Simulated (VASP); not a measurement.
Output of a VASP run:

### OSZICAR
```
       N       E                     dE             d eps       ncg     rms          rms(c)
DAV:   1     0.574179212675E+02    0.57418E+02   -0.58037E+03  2976   0.107E+03
DAV:   2    -0.138519947596E+02   -0.71270E+02   -0.61420E+02  3075   0.218E+02
DAV:   3    -0.175439461033E+02   -0.36920E+01   -0.35945E+01  3342   0.561E+01
DAV:   4    -0.175743690050E+02   -0.30423E-01   -0.30406E-01  3222   0.500E+00
DAV:   5    -0.175746099048E+02   -0.24090E-03   -0.24090E-03  3292   0.481E-01    0.167E+01
DAV:   6    -0.154451217718E+02    0.21295E+01   -0.19202E+01  3588   0.739E+01    0.183E+01
DAV:   7    -0.149377942448E+02    0.50733E+00   -0.31480E+00  3655   0.424E+01    0.977E+00
DAV:   8    -0.149401804791E+02   -0.23862E-02   -0.17180E-01  3411   0.578E+00    0.576E+00
DAV:   9    -0.149160351007E+02    0.24145E-01   -0.85241E-02  4513   0.569E+00    0.146E+00
DAV:  10    -0.149206298393E+02   -0.45947E-02   -0.19748E-02  4110   0.334E+00    0.232E-01
DAV:  11    -0.149203394971E+02    0.29034E-03   -0.45172E-03  4293   0.104E+00    0.103E-01
DAV:  12    -0.149203733124E+02   -0.33815E-04   -0.18815E-04  3510   0.178E-01    0.500E-02
DAV:  13    -0.149203880972E+02   -0.14785E-04   -0.51048E-05  3764   0.957E-02    0.192E-02
DAV:  14    -0.149203884797E+02   -0.38248E-06   -0.70486E-06  3652   0.318E-02
   1 F= -.14920388E+02 E0= -.14906991E+02  d E =-.149204E+02  mag=     3.9909
       N       E                     dE             d eps       ncg     rms          rms(c)
DAV:   1    -0.151259419464E+02   -0.20555E+00   -0.45339E+00  3017   0.336E+01    0.377E+00
DAV:   2    -0.149260088169E+02    0.19993E+00   -0.41571E-01  3417   0.854E+00    0.250E+00
DAV:   3    -0.149217498058E+02    0.42590E-02   -0.38067E-02  3458   0.374E+00    0.141E+00
DAV:   4    -0.149194614492E+02    0.22884E-02   -0.21011E-03  3289   0.724E-01    0.600E-01
DAV:   5    -0.149181812264E+02    0.12802E-02   -0.85968E-04  3092   0.374E-01    0.114E-01
DAV:   6    -0.149182591148E+02   -0.77888E-04   -0.65367E-05  4042   0.144E-01    0.311E-02
DAV:   7    -0.149182627303E+02   -0.36155E-05   -0.70085E-06  3202   0.336E-02    0.182E-02
DAV:   8    -0.149182651674E+02   -0.24371E-05   -0.74773E-07  1786   0.139E-02    0.478E-03
DAV:   9    -0.149182657627E+02   -0.59527E-06   -0.54368E-07  1701   0.103E-02
   2 F= -.14918266E+02 E0= -.14904432E+02  d E =0.212272E-02  mag=     3.9998
       N       E                     dE             d eps       ncg     rms          rms(c)
DAV:   1    -0.149870355776E+02   -0.68770E-01   -0.12388E+00  3097   0.173E+01    0.202E+00
DAV:   2    -0.149307007806E+02    0.56335E-01   -0.11552E-01  3427   0.457E+00    0.133E+00
DAV:   3    -0.149296407139E+02    0.10601E-02   -0.10233E-02  3390   0.185E+00    0.743E-01
DAV:   4    -0.149290342366E+02    0.60648E-03   -0.49562E-04  3226   0.335E-01    0.302E-01
DAV:   5    -0.149286649555E+02    0.36928E-03   -0.26072E-04  3092   0.212E-01    0.610E-02
DAV:   6    -0.149286807798E+02   -0.15824E-04   -0.16201E-05  3918   0.763E-02    0.151E-02
DAV:   7    -0.149286806360E+02    0.14385E-06   -0.18787E-06  2682   0.155E-02
   3 F= -.14928681E+02 E0= -.14915262E+02  d E =-.829216E-02  mag=     3.9976
```

### OUTCAR
```
------------------------ aborting loop because EDIFF is reached ----------------------------------------
  FORCE on cell =-STRESS in cart. coord.  units (eV):
  Direction    XX          YY          ZZ          XY          YZ          ZX
  --------------------------------------------------------------------------------------
  Total       -0.0083530     -0.0083530     -0.0083530      0.0000000     -0.0000000     -0.0000000
  in kB       -0.6900521     -0.6900521     -0.6900521      0.0000000     -0.0000000     -0.0000000
  external PRESSURE =      -0.6900521 kB  Pullay stress =       0.0000000 kB
  volume of cell :       19.39
      direct lattice vectors                 reciprocal lattice vectors
    -0.000000000  2.132458274  2.132458274    -0.234471176  0.234471176  0.234471176
     2.132458274  0.000000000  2.132458274     0.234471176 -0.234471176  0.234471176
     2.132458274  2.132458274  0.000000000     0.234471176  0.234471176 -0.234471176
 POSITION                                       TOTAL-FORCE (eV/Angst)
 -----------------------------------------------------------------------------------
     -0.00000      0.00000      0.00000         0.000000      0.000000     -0.000000
      2.13246      2.13246      2.13246         0.000000      0.000000      0.000000
 -----------------------------------------------------------------------------------
    total drift:                                0.000000     -0.000000      0.000000
  FREE ENERGIE OF THE ION-ELECTRON SYSTEM (eV)
  ---------------------------------------------------
  free  energy   TOTEN  =       -14.9286806360 eV

  energy  without entropy=      -14.9018435982  energy(sigma->0) =      -14.91526212

 total charge

# of ion       s       p       d       tot
------------------------------------------
    1        1.585   3.471   0.000   5.056
    2        0.296   0.380   6.107   6.784
--------------------------------------------------
tot          1.881   3.852   6.107  11.840

 magnetization (x)

# of ion       s       p       d       tot
------------------------------------------
    1        0.032   0.277   0.000   0.309
    2        0.027   0.022   3.563   3.612
--------------------------------------------------
tot          0.059   0.299   3.563   3.921

 reached required accuracy - stopping structural energy minimisation
```
(Selected blocks of OUTCAR.)

### POSCAR
```
FeO
1
    0.0000000000     2.1156800000     2.1156800000
    2.1156800000     0.0000000000     2.1156800000
    2.1156800000     2.1156800000     0.0000000000
O Fe
1 1
Direct
  0.0000000000   0.0000000000   0.0000000000
  0.5000000000   0.5000000000   0.5000000000
```

Problem. Write an INCAR and KPOINTS that could have produced this output.

Solution. This is not unique; one that fits is the input of the run itself, PBE GGA, plane waves, VASP's PBE PAW potentials (set 64).

### INCAR
```
SYSTEM=FeO
PREC=Accurate; ENCUT=400; LREAL=F
LASPH=T
EDIFF=1E-6; NELM=100; ALGO=Normal
LMAXMIX=4
ISMEAR=0; SIGMA=0.2
GGA=PE
MAGMOM=0.0 4.0
ISPIN=2
IBRION=2; NSW=50; ISIF=3
EDIFFG=-0.01
LWAVE=F; LCHARG=F; LORBIT=11
```

KPOINTS:
```
Automatic mesh
0
Gamma
11 11 11
0 0 0
```

POTCAR, in this order: O Fe (PBE.64 set). Program: vasp_std.

At this cut-off the stress carries a Pulay error, which pulls relaxed volumes low. Energy and stress use the plane-wave basis of the starting cell. The moments were started parallel, and other spin orders were not tried in this run.

The structure was generated: FeO was put into an ordered model structure, which need not be its known phase. This run relaxes it. Symmetry was kept, so distortions that lower it aren't found. The run is one of a series of settings (EDIFFG = -0.01, IBRION = 2, ISIF = 3, NSW = 50 against the base run), some of them coarse on purpose.
